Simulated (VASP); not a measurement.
Runs of VASP 6.6.1 on NbSi2B6. It takes space group Fm-3m (No. 225, cubic). The conventional cell has a = 7.076 Å, b = 7.076 Å, c = 7.076 Å, α = 90.00°, β = 90.00°, γ = 90.00°. Nb (site symmetry m-3m) has 6 B at 2.28 Å as nearest neighbours. Si (site symmetry -43m) is surrounded by 12 B at 2.55 Å. B (site symmetry 4mm) has 4 B at 1.78 Å as nearest neighbours. The cell was built by a generator and needn't be a form met in nature.

```tsv
task	cell	k mesh	cutoff (eV)	smearing	mesh quality	gap on the mesh (eV)	pressure (GPa)	relaxed volume (Å³/atom)	largest force (eV/Å)
single point	as given	10 × 10 × 10	520	tetrahedron	not flagged	none	0.0	-	-
single point	species swapped into the Cs2GeF6 type (Fm-3m, No. 225)	10 × 10 × 10	520	gaussian 0.1 eV	not flagged	none	-0.1	-	0.02
single point	species swapped into the Cs2GeF6 type (Fm-3m, No. 225)	4 × 4 × 4	520	gaussian 0.1 eV	coarse	none	0.0	-	0.02
relaxation of cell and atoms	relaxed from: species swapped into the Cs2GeF6 type (Fm-3m, No. 225)	10 × 10 × 10	600	gaussian 0.1 eV	not flagged	none	0.0	9.83	0.01
relaxation of cell and atoms	relaxed from: species swapped into the Cs2GeF6 type (Fm-3m, No. 225)	4 × 4 × 4	600	gaussian 0.1 eV	coarse	none	0.1	(a)	0.01
```

Alike in all rows: level PBE; potentials or basis VASP PAW PBE potentials, release 64 (Nb_sv, Si, B); no spin polarisation.

Problem. Fill in the values left out.

Solution. (a) 9.89.

Caveats: some runs use coarse meshes; tetrahedron occupations give inexact forces and stress in metals (some runs).

A k mesh can miss the band edges, and the runs leave out spin-orbit coupling on Nb.

A gap of «none» marks a metal or a gap under the smearing width.
